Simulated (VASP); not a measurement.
Input:

```xyz
4
Lattice="0.0528 3.7264 3.5320 3.7264 0.0528 3.5320 1.8896 1.8896 0.0000" Properties=species:S:1:pos:R:3 pbc="T T T"
Pd     0.0000     0.0000     0.0000
Cu     1.8632     0.0264     1.7660
Cu     0.0264     1.8632     1.7660
Cu     3.7791     3.7791     3.5320
```

These are PBEsol GGA, VASP's PBE PAW potentials (set 64) (plane waves; VASP 6.6.1) values and carry that method's errors. Numerical set-up: 400 eV cut-off, 8×8×16 Γ-centred mesh, tetrahedra with Blöchl corrections, potentials Pd Cu.

**Question.** Tabulate the total density of states (states/eV per cell) against energy (eV; zero at the valence-band maximum or, without a gap, the Fermi level).

**Answer.** 
(E (eV), DOS (states/eV)): (-9.94, 0.00); (-9.73, 0.00); (-9.62, 0.00); (-9.41, 0.00); (-9.31, 0.00); (-9.10, 0.00); (-8.89, 0.02); (-8.79, 0.09); (-8.58, 0.16); (-8.37, 0.22); (-8.26, 0.24); (-8.05, 0.29); (-7.95, 0.31); (-7.74, 0.35); (-7.53, 0.40); (-7.42, 0.42); (-7.21, 0.48); (-7.01, 0.58); (-6.90, 0.57); (-6.69, 0.59); (-6.59, 0.66); (-6.38, 0.76); (-6.17, 0.82); (-6.06, 0.86); (-5.86, 1.21); (-5.65, 2.15); (-5.54, 2.34); (-5.33, 3.12); (-5.23, 3.09); (-5.02, 4.11); (-4.81, 4.35); (-4.70, 4.68); (-4.49, 5.34); (-4.39, 5.90); (-4.18, 8.57); (-3.97, 8.63); (-3.87, 5.43); (-3.66, 5.74); (-3.45, 8.80); (-3.34, 9.74); (-3.13, 10.6); (-3.03, 12.2); (-2.82, 14.8); (-2.61, 11.7); (-2.51, 10.3); (-2.30, 11.4); (-2.09, 11.6); (-1.98, 10.3); (-1.77, 11.7); (-1.67, 9.84); (-1.46, 13.5); (-1.25, 8.54); (-1.15, 8.60); (-0.94, 5.65); (-0.83, 3.52); (-0.62, 2.54); (-0.41, 1.89); (-0.31, 1.65); (-0.10, 1.48); (0.11, 1.20); (0.21, 1.17); (0.42, 1.12); (0.53, 1.10); (0.74, 1.04); (0.95, 1.02); (1.05, 1.19); (1.26, 1.24); (1.47, 1.21); (1.57, 1.16); (1.78, 1.16); (1.89, 1.04); (2.10, 0.94); (2.31, 0.99); (2.41, 1.03); (2.62, 0.96); (2.83, 0.95); (2.94, 0.95); (3.15, 1.00); (3.25, 0.99); (3.46, 0.93)
Within 2 eV below the Fermi level the largest weight inside VASP's projection spheres is Cu d, then Pd d.

The structure was generated: Cu3Pd was put into an ordered model structure (Cmmm), which need not be its known phase. It was relaxed first. The electron count is odd and the run is not spin-polarised, which forces a metal.
